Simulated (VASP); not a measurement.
These are TPSS meta-GGA, VASP's PBE PAW potentials (set 64) (plane waves; VASP) values and carry that method's errors.

VASP input:

### KPOINTS
```
Automatic mesh
0
Gamma
9 9 9
0 0 0
```

INCAR:
```
ALGO = Normal
EDIFF = 1E-7
ENCUT = 520
ISIF = 2
ISMEAR = -5
LASPH = T
LCHARG = F
LEFG = T
LMAXMIX = 4
LMIXTAU = T
LORBIT = 11
LREAL = F
LWAVE = F
METAGGA = TPSS
NEDOS = 601
NELM = 100
PREC = Accurate
SYSTEM = SrVO3
```

### KPOINTS_OPT
```
k-points along high-symmetry lines
10
Line-mode
Reciprocal
  0.000000   0.000000   0.000000 ! GAMMA
  0.000000   0.500000   0.000000 ! X

  0.000000   0.500000   0.000000 ! X
  0.500000   0.500000   0.000000 ! M

  0.500000   0.500000   0.000000 ! M
  0.000000   0.000000   0.000000 ! GAMMA

  0.000000   0.000000   0.000000 ! GAMMA
  0.500000   0.500000   0.500000 ! R

  0.500000   0.500000   0.500000 ! R
  0.000000   0.500000   0.000000 ! X

  0.500000   0.500000   0.500000 ! R
  0.500000   0.500000   0.000000 ! M
```

POSCAR:
```
SrVO3
3.8470260
  0.9999999044   0.0000000000   0.0000000000
  0.0000000000   0.9999999044   0.0000000000
  0.0000000000   0.0000000000   0.9999999044
Sr V O
1 1 3
Cart
  0.0000000000   0.0000000000   0.0000000000
  0.4999999522   0.4999999522   0.4999999522
  0.4999999522   0.0000000000   0.4999999522
  0.0000000000   0.4999999522   0.4999999522
  0.4999999522   0.4999999522   0.0000000000
```

POTCAR, in this order: Sr_sv V_sv O (PBE.64 set). Program: vasp_std.

The run wrote:

### OSZICAR
```
       N       E                     dE             d eps       ncg     rms          rms(c)
DAV:   1     0.490548742115E+03    0.49055E+03   -0.26847E+04  2320   0.221E+03
DAV:   2     0.283772496355E+02   -0.46217E+03   -0.45744E+03  2000   0.608E+02
DAV:   3    -0.287712299777E+02   -0.57148E+02   -0.56544E+02  2736   0.225E+02
DAV:   4    -0.313831880295E+02   -0.26120E+01   -0.26063E+01  2336   0.548E+01
DAV:   5    -0.314960564781E+02   -0.11287E+00   -0.11267E+00  2768   0.988E+00    0.937E+01
DAV:   6    -0.658680909505E+02   -0.34372E+02   -0.28739E+02  2240   0.178E+02    0.310E+01
DAV:   7    -0.622316640401E+02    0.36364E+01   -0.27415E+01  2056   0.439E+01    0.138E+01
DAV:   8    -0.625401898765E+02   -0.30853E+00   -0.61769E+00  1808   0.247E+01    0.121E+01
DAV:   9    -0.621238633168E+02    0.41633E+00   -0.18275E+00  1832   0.875E+00    0.522E+00
DAV:  10    -0.621278715383E+02   -0.40082E-02   -0.18039E-01  1952   0.430E+00    0.286E+00
DAV:  11    -0.621134910215E+02    0.14381E-01   -0.16474E-01  1776   0.399E+00    0.261E-01
DAV:  12    -0.621456746990E+02   -0.32184E-01   -0.65054E-02  1792   0.241E+00    0.364E-01
DAV:  13    -0.621556954042E+02   -0.10021E-01   -0.85635E-03  1776   0.935E-01    0.210E-01
DAV:  14    -0.621558454327E+02   -0.15003E-03   -0.81224E-04  1944   0.212E-01    0.108E-01
DAV:  15    -0.621556521767E+02    0.19326E-03   -0.14124E-04  2368   0.103E-01    0.412E-02
DAV:  16    -0.621558277832E+02   -0.17561E-03   -0.11251E-04  2000   0.112E-01    0.105E-02
DAV:  17    -0.621558348570E+02   -0.70738E-05   -0.93482E-06  1968   0.304E-02    0.383E-03
DAV:  18    -0.621558365293E+02   -0.16723E-05   -0.55721E-07  1928   0.814E-03    0.335E-03
DAV:  19    -0.621558367712E+02   -0.24186E-06   -0.51784E-07  1728   0.848E-03    0.198E-03
DAV:  20    -0.621558367756E+02   -0.44483E-08   -0.16362E-07   936   0.387E-03
   1 F= -.62155837E+02 E0= -.62155837E+02  d E =0.000000E+00
       N       E                     dE             ncg
       N       E                     dE             ncg
```

### OUTCAR
```
------------------------ aborting loop because EDIFF is reached ----------------------------------------
  FORCE on cell =-STRESS in cart. coord.  units (eV):
  Direction    XX          YY          ZZ          XY          YZ          ZX
  --------------------------------------------------------------------------------------
  Total        0.0347144      0.0347144      0.0347144     -0.0000000     -0.0000000      0.0000000
  in kB        0.9768887      0.9768887      0.9768887     -0.0000000     -0.0000000      0.0000000
  external PRESSURE =       0.9768887 kB  Pullay stress =       0.0000000 kB
  volume of cell :       56.93
      direct lattice vectors                 reciprocal lattice vectors
     3.847025632  0.000000000  0.000000000     0.259941081  0.000000000  0.000000000
     0.000000000  3.847025632  0.000000000     0.000000000  0.259941081  0.000000000
     0.000000000  0.000000000  3.847025632     0.000000000  0.000000000  0.259941081
 POSITION                                       TOTAL-FORCE (eV/Angst)
 -----------------------------------------------------------------------------------
      0.00000      0.00000      0.00000         0.000000      0.000000      0.000000
      1.92351      1.92351      1.92351         0.000000      0.000000      0.000000
      1.92351      0.00000      1.92351         0.000000      0.000000      0.000000
      0.00000      1.92351      1.92351         0.000000      0.000000      0.000000
      1.92351      1.92351      0.00000         0.000000      0.000000      0.000000
 -----------------------------------------------------------------------------------
    total drift:                                0.000000      0.000000     -0.000000
  FREE ENERGIE OF THE ION-ELECTRON SYSTEM (eV)
  ---------------------------------------------------
  free  energy   TOTEN  =       -62.1558367756 eV

  energy  without entropy=      -62.1558367756  energy(sigma->0) =      -62.15583678

 total charge

# of ion       s       p       d       tot
------------------------------------------
    1        2.001   5.840   0.212   8.053
    2        2.277   6.332   2.927  11.536
    3        1.547   3.470   0.000   5.017
    4        1.547   3.470   0.000   5.017
    5        1.547   3.470   0.000   5.017
--------------------------------------------------
tot          8.919  22.581   3.139  34.639

 Electric field gradients after diagonalization (V/A^2)
 (convention: |V_zz| > |V_xx| > |V_yy|)
----------------------------------------------------------------------
 ion       V_xx      V_yy      V_zz     asymmetry (V_yy - V_xx)/ V_zz
----------------------------------------------------------------------
   1      -0.000    -0.000     0.000       0.648
   2      -0.000    -0.000    -0.000      -0.098
   3     -12.976   -12.976    25.952       0.000
   4     -12.976   -12.976    25.952       0.000
   5     -12.976   -12.976    25.952       0.000
```
(Selected blocks of OUTCAR.)

For a metal the tetrahedron method with Blöchl corrections gives inexact stress and forces.

The compound is SrVO3 in the cubic perovskite structure. It was relaxed first. The run is not spin-polarised, so no magnetic state was tried. The electron count is odd and the run is not spin-polarised, which forces a metal.
